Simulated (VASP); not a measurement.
Output of a VASP run:

OUTCAR:
```
 ion  position               nearest neighbor table
   1  0.667  0.333  0.500-   4 2.65   4 2.65   4 2.65   3 2.65
   2  0.333  0.667  1.000-   3 2.65   3 2.65   3 2.65   4 2.65
   3  0.667  0.333  0.876-   2 2.65   2 2.65   2 2.65   1 2.65
   4  0.333  0.667  0.376-   1 2.65   1 2.65   1 2.65   2 2.65
  LATTYP: Found a hexagonal cell.
 ALAT       =     4.3282710000
 C/A-ratio  =     1.6313146751
 Subroutine PRICEL returns:
 Original cell was already a primitive cell.
 Subroutine GETGRP returns: Found 12 space group operations
The static configuration has the point symmetry C_3v.
 The point group associated with its full space group is C_6v.
The dynamic configuration has the point symmetry C_3v.
 Subroutine INISYM returns: Found 12 space group operations
 Subroutine IBZKPT returns following result:
 Found     10 irreducible k-points:

 Following reciprocal coordinates:
            Coordinates               Weight
  0.000000  0.000000  0.000000      1.000000
  0.200000  0.000000  0.000000      6.000000
  0.400000 -0.000000  0.000000      6.000000
  0.200000  0.200000  0.000000      6.000000
  0.400000  0.200000  0.000000      6.000000
  0.000000  0.000000  0.333333      2.000000
  0.200000  0.000000  0.333333     12.000000
  0.400000 -0.000000  0.333333     12.000000
  0.200000  0.200000  0.333333     12.000000
  0.400000  0.200000  0.333333     12.000000
   k-points           NKPTS =     10   k-points in BZ     NKDIM =     10   number of bands    NBANDS=     22
   number of dos      NEDOS =    301   number of ions     NIONS =      4
   total plane-waves  NPLWV =  23040
   dimension x,y,z NGX =    24 NGY =   24 NGZ =   40
   dimension x,y,z NGXF=    48 NGYF=   48 NGZF=   80
   ions per type =               2   2
   PREC   = accura    normal or accurate (medium, high low for compatibility)
   ISTART =      0    job   : 0-new  1-cont  2-samecut
   ICHARG =      2    charge: 1-file 2-atom 10-const
   ISPIN  =      1    spin polarized calculation?
   LNONCOLLINEAR =      F non collinear calculations
   LSORBIT =      F    spin-orbit coupling
   INIWAV =      1    electr: 0-lowe 1-rand  2-diag
   ENCUT  =  300.0 eV  22.05 Ry    4.70 a.u.   6.11  6.11  9.97*2*pi/ulx,y,z
   NELM   =    100;   NELMIN=  2; NELMDL= -5     # of ELM steps
   EDIFF  = 0.1E-05   stopping-criterion for ELM
   LREAL  =      F    real-space projection
   NLSPLINE    = F    spline interpolate recip. space projectors
   LMAXMIX     =    4 max onsite mixed and CHGCAR
   VOSKOWN=      0    Vosko Wilk Nusair interpolation
   EDIFFG = 0.1E-04   stopping-criterion for IOM
   NSW    =      0    number of steps for IOM
   NBLOCK =      1;   KBLOCK =      1    inner block; outer block
   IBRION =     -1    ionic relax: 0-MD 1-quasi-New 2-CG
   NFREE  =      0    steps in history (QN), initial steepest desc. (CG)
   ISIF   =      2    stress and relaxation
   ISYM   =      2    0-nonsym 1-usesym 2-fastsym
   TEIN   =    0.0    initial temperature
   TEBEG  =    0.0;   TEEND  =   0.0 temperature during run
   SMASS  =  -3.00    Nose mass-parameter (am)
   PSTRESS=    0.0 pullay stress
   NELECT =      36.0000    total number of electrons
   EFERMI =   0.00;   METHOD = LEGACY
   ISMEAR =    -1;   SIGMA  =   0.01  broadening in eV -4-tet -1-fermi 0-gaus
   IALGO  =     38    algorithm
   LDIAG  =      T    sub-space diagonalisation (order eigenvalues)
   IMIX   =      4    mixing-type and parameters
     AMIX     =   0.40;   BMIX     =  1.00
     AMIX_MAG =   1.60;   BMIX_MAG =  1.00
     AMIN     =   0.10
   GGA     = PE    functional components
   VOSKOWN =     0    Vosko Wilk Nusair interpolation
   LHFCALC =     F    Hartree Fock is set to
   LHFONE  =     F    Hartree Fock one center treatment
   AEXX    =    0.0000 exact exchange contribution
   IVDW    =     0    specifies the selected vdW correction
   LEPSILON=     F    determine dielectric tensor
   LRPA    =     F    only Hartree local field effects (RPA)
  energy-cutoff  :      300.00
  volume of cell :      114.55
...
```

### OSZICAR
```
       N       E                     dE             d eps       ncg     rms          rms(c)
DAV:   1     0.175099512672E+03    0.17510E+03   -0.13035E+04   448   0.949E+02
DAV:   2    -0.338153373977E+01   -0.17848E+03   -0.17651E+03   502   0.278E+02
DAV:   3    -0.116393103967E+02   -0.82578E+01   -0.82199E+01   518   0.608E+01
DAV:   4    -0.117050306093E+02   -0.65720E-01   -0.65691E-01   494   0.512E+00
DAV:   5    -0.117056032701E+02   -0.57266E-03   -0.57263E-03   530   0.445E-01    0.914E+00
DAV:   6    -0.109792378499E+02    0.72637E+00   -0.16056E+00   522   0.120E+01    0.708E+00
DAV:   7    -0.109426223477E+02    0.36616E-01   -0.62556E-01   482   0.423E+00    0.248E+00
DAV:   8    -0.109385690873E+02    0.40533E-02   -0.73325E-02   464   0.275E+00    0.374E-01
DAV:   9    -0.109385868833E+02   -0.17796E-04   -0.98809E-03   500   0.120E+00    0.118E-01
DAV:  10    -0.109386768133E+02   -0.89930E-04   -0.10162E-03   500   0.381E-01    0.728E-02
DAV:  11    -0.109387814376E+02   -0.10462E-03   -0.22110E-04   470   0.932E-02    0.179E-02
DAV:  12    -0.109387730106E+02    0.84270E-05   -0.81690E-05   578   0.946E-02    0.874E-03
DAV:  13    -0.109387747269E+02   -0.17163E-05   -0.15233E-05   440   0.366E-02    0.482E-03
DAV:  14    -0.109387748749E+02   -0.14796E-06   -0.58611E-07   370   0.400E-03
   1 F= -.10938775E+02 E0= -.10938775E+02  d E =-.582452E-12
```

OUTCAR:
```
------------------------ aborting loop because EDIFF is reached ----------------------------------------
  FORCE on cell =-STRESS in cart. coord.  units (eV):
  Direction    XX          YY          ZZ          XY          YZ          ZX
  --------------------------------------------------------------------------------------
  Total        1.5602522      1.5602517      1.5131885     -0.0000002     -0.0000000      0.0000000
  in kB       21.8219597     21.8219523     21.1637185     -0.0000029     -0.0000000      0.0000000
  external PRESSURE =      21.6025435 kB  Pullay stress =       0.0000000 kB
  volume of cell :      114.55
      direct lattice vectors                 reciprocal lattice vectors
     4.328271000  0.000000000  0.000000000     0.231039138  0.133390562  0.000000000
    -2.164136000  3.748392000  0.000000000     0.000000000  0.266781062  0.000000000
     0.000000000  0.000000000  7.060772000     0.000000000  0.000000000  0.141627573
  FREE ENERGIE OF THE ION-ELECTRON SYSTEM (eV)
  ---------------------------------------------------
  free  energy   TOTEN  =       -10.9387748749 eV

  energy  without entropy=      -10.9387748749  energy(sigma->0) =      -10.93877487
```
(Selected blocks of OUTCAR.)

POSCAR:
```
CdSe
1
    4.3282710000     0.0000000000     0.0000000000
   -2.1641360000     3.7483920000     0.0000000000
    0.0000000000     0.0000000000     7.0607720000
Cd Se
2 2
Direct
  0.6666670000   0.3333330000   0.4999500000
  0.3333330000   0.6666670000   0.9999500000
  0.6666670000   0.3333330000   0.8759100000
  0.3333330000   0.6666670000   0.3759100000
```

Reconstruct the remaining input files.

One answer among several that fit: the input of the run itself, PBE GGA, plane waves, VASP's PBE PAW potentials (set 64).

File KPOINTS:
```
K-points
0
G
5 5 3
```

### INCAR
```
SYSTEM = CdSe
PREC = Accurate
ENCUT = 300
EDIFF = 1E-6
NELM = 100
ALGO = Normal
LREAL = .FALSE.
LASPH = .TRUE.
ISMEAR = -1
SIGMA = 0.01
GGA = PE
LMAXMIX = 4
LWAVE = .FALSE.
LCHARG = .FALSE.
ISIF = 2
```

POTCAR, in this order: Cd Se (PBE.64 set). Program: vasp_std.

At this cut-off the stress carries a Pulay error, which pulls relaxed volumes low.

The structure comes from a computed database's CdSe entry; how it stands against other phases isn't given here. The cell was not relaxed at this level.
